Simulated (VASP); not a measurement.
Consider the following.

```
NiGe
1.0
    5.31046     0.00000     0.00000
    0.00000     3.43850     0.00000
    0.00000     0.00000     5.74995
Ni Ge
4 4
Direct
  0.50554   0.25000   0.69073
  0.49446   0.75000   0.30927
  0.99446   0.75000   0.19073
  0.00554   0.25000   0.80927
  0.68966   0.25000   0.08698
  0.31034   0.75000   0.91302
  0.81034   0.75000   0.58698
  0.18966   0.25000   0.41302
```

Method: PBE GGA, VASP's PBE PAW potentials (set 64) (plane waves; VASP). Run with 300 eV cut-off, 4×5×3 Γ-centred mesh, Gaussian smearing of 0.050 eV, potentials Ni Ge_d.

At this cut-off the stress carries a Pulay error, which pulls relaxed volumes low. Energy and stress use the plane-wave basis of the starting cell.

Question: The ions, cell shape and volume are relaxed. Predict the relaxed structure.

Answer: 
```
NiGe
1.0
    5.38217     0.00000     0.00000
    0.00000     3.46265     0.00000
    0.00000     0.00000     5.81646
Ni Ge
4 4
Direct
  0.50634   0.25000   0.69000
  0.49366   0.75000   0.31000
  0.99366   0.75000   0.19000
  0.00634   0.25000   0.81000
  0.68912   0.25000   0.08686
  0.31088   0.75000   0.91314
  0.81088   0.75000   0.58686
  0.18912   0.25000   0.41314
```
Space group Pnma (62), at a tolerance of 0.03 Å.

Question: How do energy and volume change from the first to the last step?

Answer: The energy (σ→0) changes by -8.0 meV/atom and the volume by +3.2 %, in 9 ionic steps.

| step | E(σ→0) (eV) | max force (eV/Å) | pressure (GPa) | volume (Å³) |
|---|---|---|---|---|
| 1 | -42.3573 | 0.108 | 5.86 | 104.99 |
| 2 | -42.3403 | 0.078 | -6.23 | 112.46 |
| 3 | -42.4210 | 0.027 | -0.21 | 108.47 |
| 4 | -42.4210 | 0.029 | 0.05 | 108.36 |
| 5 | -42.4212 | 0.021 | 0.08 | 108.34 |
| 6 | -42.4213 | 0.018 | 0.17 | 108.31 |
| 7 | -42.4212 | 0.012 | -0.32 | 108.56 |
| 8 | -42.4214 | 0.016 | -0.05 | 108.41 |
| 9 | -42.4214 | 0.008 | 0.05 | 108.40 |

The structure comes from a computed database's NiGe entry (Pnma); how it stands against other phases isn't given here. This run relaxes it. Symmetry was kept, so distortions that lower it aren't found. The k-mesh is coarse (spacing up to 0.36 per Å, 2π included), so the numbers may not be converged in it. The run is one of a series of settings (EDIFFG = -0.01, IBRION = 2, ISIF = 3, NSW = 50 against the base run), some of them coarse on purpose. The run is not spin-polarised, so no magnetic state was tried.
